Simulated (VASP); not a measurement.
# Ruthenium: cell size and functional, part 2 of 3

Which functional gives which lattice for Ruthenium? The starting structure is a measured crystal structure from the Crystallography Open Database. The first relaxation on each setting starts from this cell expanded by 3 % in volume.

VASP 6.6.1.

Results so far: PBEsol 13.31 Å³ an atom; LDA 13.12 Å³ an atom; PBE 13.75 Å³ an atom.

## Step 5: Relaxation with PBEsol + D3(BJ)

Level of this step: PBEsol with D3(BJ); plane waves and PAW (Ru_pv) (VASP).

D3 with Becke-Johnson damping keeps a finite attraction at short range. This run starts from the cell of an earlier relaxation, which isn't shown; the restart sets up the plane waves anew.

Contents of INCAR:

```
SYSTEM = Ru
PREC = Accurate
ENCUT = 450
EDIFF = 1E-06
NELM = 100
ISMEAR = 1
SIGMA = 0.15
LREAL = .FALSE.
ALGO = Normal
GGA = PS
IVDW = 12
NBANDS = 20
LASPH = .TRUE.
LORBIT = 11
LWAVE = .FALSE.
LCHARG = .FALSE.
KPAR = 8
IBRION = 2
NSW = 50
ISIF = 3
EDIFFG = -0.006
```

Contents of POSCAR:

```
Ru
1.0
    2.6696698226      0.0000000000      0.0000000000
   -1.3348349113      2.3120018861      0.0000000000
    0.0000000000      0.0000000000      4.2253319289
Ru
2
Direct
    0.6666666667      0.3333333333      0.7500000000
    0.3333333333      0.6666666667      0.2500000000
```

Contents of KPOINTS:

```
Automatic mesh
0
Gamma
18 18 10
0 0 0
```

Potentials, in the order of the species: Ru_pv (PBE family, release 64).

On the command line:

```bash
$ mpirun -np 8 vasp_std
```

Output:

```text
[banner, memory and clock lines left out]
running    8 mpi-ranks, on    1 nodes
[...]
[... a notice as in an earlier step ...]

 [... a notice as in an earlier step ...]

 LDA part: xc-table for (Slater+PW92), standard interpolation
 POSCAR, INCAR and KPOINTS ok, starting setup
[...]
entering main loop
       N       E                     dE             d eps       ncg     rms          rms(c)
DAV:   1     0.264933331465E+03    0.26493E+03   -0.16381E+04  8920   0.141E+03
DAV:   2    -0.162915291782E+02   -0.28122E+03   -0.27323E+03  9140   0.438E+02
DAV:   3    -0.218401837376E+02   -0.55487E+01   -0.55095E+01 10140   0.687E+01
DAV:   4    -0.218837984188E+02   -0.43615E-01   -0.43567E-01 11412   0.576E+00
[...]
DAV:   9    -0.203272605881E+02    0.14988E-02   -0.24137E-03 10120   0.554E-01    0.424E-02
DAV:  10    -0.203272492017E+02    0.11386E-04   -0.17192E-04  9988   0.134E-01    0.268E-02
DAV:  11    -0.203272499642E+02   -0.76250E-06   -0.57412E-06 10196   0.232E-02
   1 F= -.21564900E+02 E0= -.21564593E+02  d E =-.215649E+02
[...]
reached required accuracy - stopping structural energy minimisation
```

Run time: 5.6 s. Hardware: 8 MPI ranks of Intel Xeon 6975P-C (Granite Rapids), shared host; peak memory 1.5 GiB.

Parts of OUTCAR (step 5):

```text
 Edisp (eV)   -1.23765

  Total      -0.00655    -0.00655    -0.00474     0.00000     0.00000     0.00000
  in kB      -0.40229    -0.40229    -0.29134     0.00000     0.00000     0.00000
  external pressure =       -0.37 kB  Pullay stress =        0.00 kB

 POSITION                                       TOTAL-FORCE (eV/Angst)
 -----------------------------------------------------------------------------------
      1.33483      0.77067      3.16900        -0.000000     -0.000000      0.000000
     -0.00000      1.54133      1.05633         0.000000      0.000000      0.000000
 -----------------------------------------------------------------------------------
    total drift:                               -0.000000      0.000000     -0.000000

  FREE ENERGIE OF THE ION-ELECTRON SYSTEM (eV)
  ---------------------------------------------------
  free  energy   TOTEN  =       -21.5649004896 eV

  energy  without entropy=      -21.5639767598  energy(sigma->0) =      -21.56459258

[... 2 parts as in an earlier step ...]

[... 2 further parts left out ...]
[key lines of the parts left out:]
E-fermi :  13.4419
```

With PBEsol + D3(BJ) the relaxed cell holds 13.040 Å³ an atom, -3.94 % against the measured cell, with a = 2.670 Å and c = 4.225 Å. That is -2.03 % from PBEsol. Pressures at 0.985 and 1.015 times this volume, from two more relaxations that aren't shown, give a bulk modulus of 370.5 GPa.

## Step 6: Relaxation with r2SCAN

r2SCAN adds the kinetic-energy density, costs more than a GGA and is run with LASPH. This run starts from the cell of an earlier relaxation, which isn't shown; the restart sets up the plane waves anew.

Edit INCAR of step 5 so:

```diff
@@ -9,6 +9,5 @@
 ALGO = Normal
-GGA = PS
-IVDW = 12
+METAGGA = R2SCAN
+LASPH = .TRUE.
 NBANDS = 20
-LASPH = .TRUE.
 LORBIT = 11
```

Contents of POSCAR:

```
Ru
1.0
    2.7058345330      0.0000000000      0.0000000000
   -1.3529172665      2.3433214440      0.0000000000
    0.0000000000      0.0000000000      4.2724873965
Ru
2
Direct
    0.6666666667      0.3333333333      0.7500000000
    0.3333333333      0.6666666667      0.2500000000
```

KPOINTS is that of step 5.

On the command line:

```bash
$ mpirun -np 8 vasp_std
```

Output:

```text
[banner, memory and clock lines left out]
running    8 mpi-ranks, on    1 nodes
[...]
[... a notice as in an earlier step ...]

 [... a notice as in an earlier step ...]

 LDA part: xc-table for (None), standard interpolation
 POSCAR, INCAR and KPOINTS ok, starting setup
[...]
entering main loop
       N       E                     dE             d eps       ncg     rms          rms(c)
DAV:   1     0.235541377541E+03    0.23554E+03   -0.16823E+04  8912   0.144E+03
DAV:   2    -0.557333758740E+02   -0.29127E+03   -0.28305E+03  9152   0.450E+02
DAV:   3    -0.614314798254E+02   -0.56981E+01   -0.56601E+01 10260   0.710E+01
DAV:   4    -0.614820014128E+02   -0.50522E-01   -0.50413E-01 11820   0.615E+00
[...]
DAV:  10    -0.508544356490E+02   -0.37931E-04   -0.10032E-04  9568   0.944E-02    0.212E-02
DAV:  11    -0.508544390654E+02   -0.34164E-05   -0.10346E-05 10092   0.322E-02    0.232E-03
DAV:  12    -0.508544398565E+02   -0.79103E-06   -0.87580E-08  5152   0.276E-03
   1 F= -.50854440E+02 E0= -.50854097E+02  d E =-.508544E+02
[...]
reached required accuracy - stopping structural energy minimisation
```

Elapsed: 19 s, on 8 MPI ranks; peak memory 1.5 GiB; 2.5 min of CPU time.

From OUTCAR (step 6):

```text
  Total       -0.0035600     -0.0035600      0.0020338      0.0000000      0.0000000     -0.0000000
  in kB       -0.2105465     -0.2105465      0.1202834      0.0000000      0.0000000     -0.0000000
  external PRESSURE =      -0.1002699 kB  Pullay stress =       0.0000000 kB

 POSITION                                       TOTAL-FORCE (eV/Angst)
 -----------------------------------------------------------------------------------
      1.35292      0.78111      3.20437         0.000000      0.000000      0.000000
     -0.00000      1.56221      1.06812        -0.000000     -0.000000      0.000000
 -----------------------------------------------------------------------------------
    total drift:                               -0.000000      0.000000     -0.000000

  FREE ENERGIE OF THE ION-ELECTRON SYSTEM (eV)
  ---------------------------------------------------
  free  energy   TOTEN  =       -50.8544398565 eV

  energy  without entropy=      -50.8534122074  energy(sigma->0) =      -50.85409731

[... 2 parts as in an earlier step ...]

[... 2 further parts left out ...]
[key lines of the parts left out:]
E-fermi :  12.7615
```

With r2SCAN the relaxed cell holds 13.545 Å³ an atom, -0.22 % against the measured cell, with a = 2.706 Å and c = 4.272 Å. That is +1.76 % from PBEsol. Pressures at 0.985 and 1.015 times this volume, from two more relaxations that aren't shown, give a bulk modulus of 339.2 GPa.

## Step 7: Relaxation with r2SCAN + rVV10

rVV10 adds a nonlocal correlation energy for dispersion. This run starts from the cell of an earlier relaxation, which isn't shown; the restart sets up the plane waves anew.

Edit INCAR of step 6 so:

```diff
@@ -10,2 +10,6 @@
 METAGGA = R2SCAN
+LUSE_VDW = .TRUE.
+IVDW_NL = 2
+BPARAM = 11.95
+CPARAM = 0.0093
 LASPH = .TRUE.
```

Contents of POSCAR:

```
Ru
1.0
    2.6996075335      0.0000000000      0.0000000000
   -1.3498037667      2.3379287043      0.0000000000
    0.0000000000      0.0000000000      4.2654754529
Ru
2
Direct
    0.6666666667      0.3333333333      0.7500000000
    0.3333333333      0.6666666667      0.2500000000
```

KPOINTS is that of step 6.

On the command line:

```bash
$ mpirun -np 8 vasp_std
```

Output:

```text
[banner, memory and clock lines left out]
running    8 mpi-ranks, on    1 nodes
[...]
[... a notice as in an earlier step ...]

|                                                                             |
|               ----> ADVICE to this user running VASP <----                  |
|                                                                             |
|     You have switched on vdW-DFT.                                           |
|     This routine was written and supplied by Jiri Klimes. We recommend      |
|     that you carefully read and cite the following publications:            |
|       J. Klimes, D.R. Bowler, A. Michelides                                 |
|          J. Phys.: Cond Matt. 22 022201 (2010)                              |
|       J. Klimes, D.R. Bowler, A. Michelides                                 |
|          Phys. Rev. B. 83, 195131 (2011)                                    |
|     and references therein.                                                 |
[...]
Total rVV10 correction in eV:      0.4737779    29.2853641
Total rVV10 correction in eV:      0.4737779    29.2853641
Total rVV10 correction in eV:      0.4737779    29.2853641
DAV:  12    -0.503789619791E+02   -0.65210E-06   -0.13793E-07  5232   0.370E-03
Total rVV10 correction in eV:      0.4737793    29.2853641
Total rVV10 correction in eV:      0.4737793    29.2853641
Total rVV10 correction in eV:      0.4737793    29.2853641
Total rVV10 correction in eV:      0.4737793    29.2853641
Total rVV10 correction in eV:      0.4737793    29.2853641
Total rVV10 correction in eV:      0.4737793    29.2853641
Total rVV10 correction in eV:      0.4737793    29.2853641
Total rVV10 correction in eV:      0.4737793    29.2853641
Total rVV10 correction in eV:      0.4737793    29.2853641
Total rVV10 correction in eV:      0.4737793    29.2853641
Total rVV10 correction in eV:      0.4737793    29.2853641
Total rVV10 correction in eV:      0.4737793    29.2853641
Total rVV10 correction in eV:      0.4737793    29.2853641
Total rVV10 correction in eV:      0.4737793    29.2853641
Total rVV10 correction in eV:      0.4737793    29.2853641
Total rVV10 correction in eV:      0.4737793    29.2853641
   1 F= -.50378962E+02 E0= -.50378621E+02  d E =-.503790E+02
[...]
reached required accuracy - stopping structural energy minimisation
```

Run time: 28 s. Hardware: 8 MPI ranks; peak memory 2 GiB.

OUTCAR, selected parts (step 7):

```text
  Total       -0.0028983     -0.0028983     -0.0099529     -0.0000000      0.0000000     -0.0000000
  in kB       -0.1724845     -0.1724845     -0.5923244     -0.0000000      0.0000000     -0.0000000
  external PRESSURE =      -0.3124311 kB  Pullay stress =       0.0000000 kB

 POSITION                                       TOTAL-FORCE (eV/Angst)
 -----------------------------------------------------------------------------------
      1.34980      0.77931      3.19911         0.000000      0.000000      0.000000
     -0.00000      1.55862      1.06637        -0.000000     -0.000000      0.000000
 -----------------------------------------------------------------------------------
    total drift:                               -0.000000      0.000000     -0.000000

  FREE ENERGIE OF THE ION-ELECTRON SYSTEM (eV)
  ---------------------------------------------------
  free  energy   TOTEN  =       -50.3789619791 eV

  energy  without entropy=      -50.3779385838  energy(sigma->0) =      -50.37862085

[... 2 parts as in an earlier step ...]

[... 2 further parts left out ...]
[key lines of the parts left out:]
E-fermi :  12.8696
```

With r2SCAN + rVV10 the relaxed cell holds 13.461 Å³ an atom, -0.84 % against the measured cell, with a = 2.700 Å and c = 4.265 Å. That is +1.13 % from PBEsol. Pressures at 0.985 and 1.015 times this volume, from two more relaxations that aren't shown, give a bulk modulus of 347.7 GPa.

## Step 8: Relaxation with vdW-DF-cx

vdW-DF-cx takes its exchange from the same plasmon model as its correlation. This run starts from the cell of an earlier relaxation, which isn't shown; the restart sets up the plane waves anew.

Edit INCAR of step 7 so:

```diff
@@ -9,7 +9,5 @@
 ALGO = Normal
-METAGGA = R2SCAN
+GGA = CX
+AGGAC = 0
 LUSE_VDW = .TRUE.
-IVDW_NL = 2
-BPARAM = 11.95
-CPARAM = 0.0093
 LASPH = .TRUE.
```

Contents of POSCAR:

```
Ru
1.0
    2.6942592626      0.0000000000      0.0000000000
   -1.3471296313      2.3332969658      0.0000000000
    0.0000000000      0.0000000000      4.2598285117
Ru
2
Direct
    0.6666666667      0.3333333333      0.7500000000
    0.3333333333      0.6666666667      0.2500000000
```

KPOINTS is that of step 7.

On the command line:

```bash
$ mpirun -np 8 vasp_std
```

Output:

```text
[banner, memory and clock lines left out]
running    8 mpi-ranks, on    1 nodes
[...]
[... a notice as in an earlier step ...]

 [... a notice as in an earlier step ...]

 [... a notice as in an earlier step ...]

 LDA part: xc-table for (Slater+PW92), standard interpolation
 POSCAR, INCAR and KPOINTS ok, starting setup
[...]
entering main loop
       N       E                     dE             d eps       ncg     rms          rms(c)
DAV:   1     0.270660385639E+03    0.27066E+03   -0.16434E+04  8912   0.140E+03
DAV:   2    -0.934890225285E+01   -0.28001E+03   -0.27204E+03  9128   0.435E+02
DAV:   3    -0.146615334036E+02   -0.53126E+01   -0.52776E+01 10176   0.674E+01
DAV:   4    -0.147034384536E+02   -0.41905E-01   -0.41872E-01 11432   0.563E+00
[...]
DAV:  10    -0.132578238362E+02    0.70230E-05   -0.13373E-04  9912   0.118E-01    0.254E-02
DAV:  11    -0.132578258265E+02   -0.19904E-05   -0.40161E-06 10268   0.189E-02    0.920E-04
DAV:  12    -0.132578257564E+02    0.70120E-07   -0.99755E-08  5912   0.289E-03
   1 F= -.13257826E+02 E0= -.13257501E+02  d E =-.132578E+02
[... from here on, the cycles between the ionic steps are left out ...]
   2 F= -.13257819E+02 E0= -.13257495E+02  d E =0.645378E-05
   3 F= -.13257828E+02 E0= -.13257503E+02  d E =-.174953E-05
   4 F= -.13257827E+02 E0= -.13257503E+02  d E =-.157434E-05
[...]
reached required accuracy - stopping structural energy minimisation
```

Wall time 35 s (8 MPI ranks); peak memory 2.5 GiB.

From OUTCAR (step 8):

```text
  Total       -0.0044098     -0.0044098      0.0027677      0.0000000      0.0000000      0.0000000
  in kB       -0.2638662     -0.2638662      0.1656100      0.0000000      0.0000000      0.0000000
  external PRESSURE =      -0.1207075 kB  Pullay stress =       0.0000000 kB

 POSITION                                       TOTAL-FORCE (eV/Angst)
 -----------------------------------------------------------------------------------
      1.34704      0.77771      3.19486         0.000000      0.000000      0.000000
     -0.00000      1.55543      1.06495        -0.000000      0.000000      0.000000
 -----------------------------------------------------------------------------------
    total drift:                               -0.000000      0.000000     -0.000000

  FREE ENERGIE OF THE ION-ELECTRON SYSTEM (eV)
  ---------------------------------------------------
  free  energy   TOTEN  =       -13.2578273308 eV

  energy  without entropy=      -13.2568536972  energy(sigma->0) =      -13.25750279

[... 2 parts as in an earlier step ...]

[... 2 further parts left out ...]
[key lines of the parts left out:]
E-fermi :  12.9671
```

With vdW-DF-cx the relaxed cell holds 13.388 Å³ an atom, -1.38 % against the measured cell, with a = 2.694 Å and c = 4.260 Å. That is +0.58 % from PBEsol. Pressures at 0.985 and 1.015 times this volume, from two more relaxations that aren't shown, give a bulk modulus of 344.1 GPa.

(Part 2 of 3 ends here.)

[Lines on the potential files, build, host, timing and source positions are cut from VASP's logs without a mark.]

[Logs are printed without paths, hosts, clocks, repeated set-up lines and the standing remarks that a program may print on its own settings, such as how far it seeks lower states.]

[Hosts, paths, dates, database ids (printed as entryN), source tags and the programs' standing remarks are cut or masked in the printed files.]
